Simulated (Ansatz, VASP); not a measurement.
**CsNb2: VASP beside Ansatz**

Contents of INCAR:

```
SYSTEM = CsNb2
PREC = Accurate
ENCUT = 600
EDIFF = 1E-7
ISMEAR = 0
SIGMA = 0.1
LREAL = .FALSE.
LASPH = .TRUE.
NELM = 100
ALGO = Normal
ISIF = 3
LWAVE = .FALSE.
LCHARG = .FALSE.
GGA = PE
IBRION = 2
NSW = 90
EDIFFG = -0.04
```

File KPOINTS:

```
regular mesh
0
G
  4 4 4
  0 0 0
```

The input POSCAR:

```
CsNb2
1.0
    0.0000000000      3.6118820700      3.6118820700
    3.6118820700      0.0000000000      3.6118820700
    3.6118820700      3.6118820700      0.0000000000
Cs Nb
1 2
Direct
    0.0000000000      0.0000000000      0.0000000000
    0.2500000000      0.2500000000      0.2500000000
    0.7500000000      0.7500000000      0.7500000000
```

Input for Ansatz:

```yaml
crystal:
  lattice:
    - [0.0, 3.61188207, 3.61188207]
    - [3.61188207, 0.0, 3.61188207]
    - [3.61188207, 3.61188207, 0.0]
  atoms:
    - { symbol: Cs, position: [0.0, 0.0, 0.0] }
    - { symbol: Nb, position: [0.25, 0.25, 0.25] }
    - { symbol: Nb, position: [0.75, 0.75, 0.75] }
basis:
  ecutwfc: 420
kpoints:
  mp_grid: { grid: [4, 4, 4] }
hamiltonian:
  xc: pbe
scf:
  occupations: { method: gaussian, width: 0.1 }
  lower_state_search: "off"
output:
  forces: true
  stress: true
  eigenvalues: true
relax:
  adjacent_minimum: "off"
  f_tol: 0.04
  max_steps: 70
  cell: { stress_tol: 0.4 }
```

Change from the starting cell: species swapped into the Al2Pd type (Fm-3m, No. 225).

Alike in both runs: task relaxation of cell and atoms; functional PBE; k mesh 4 × 4 × 4; occupations gaussian, width 0.1 eV; no spin polarisation.

```csv
,VASP,Ansatz
version,VASP 6.6.1,Ansatz 0.2.0
potentials or method,"VASP PAW PBE potentials, release 64 (Cs_sv, Nb_sv)","scalar-relativistic, plane waves, PAW"
plane-wave cutoff (eV),600,420
valence electrons in the cell,35,35
```

Ansatz gave:

- gap on the k mesh at the Fermi level, each at its own relaxed structure (eV): none
- relaxed volume (Å³/atom): 23.09
- relaxed cell length with the largest relative difference (Å): 4.610
- energy change over the relaxation (meV/atom): -349

Question: Estimate VASP's values.

Answer: gap on the k mesh at the Fermi level, each at its own relaxed structure (eV): none; relaxed volume (Å³/atom): 23.53; relaxed cell length with the largest relative difference (Å): 4.639; energy change over the relaxation (meV/atom): -308.

A gap of «none» marks a metal or a gap that the smearing closes.

Caveats: the k mesh is coarse (spacing up to 0.38 Å⁻¹), so the values aren't converged; the volume moved by over 15 % at a fixed basis, so the end points are rough (VASP). Spin-orbit coupling is left out, which matters for the levels of Cs.
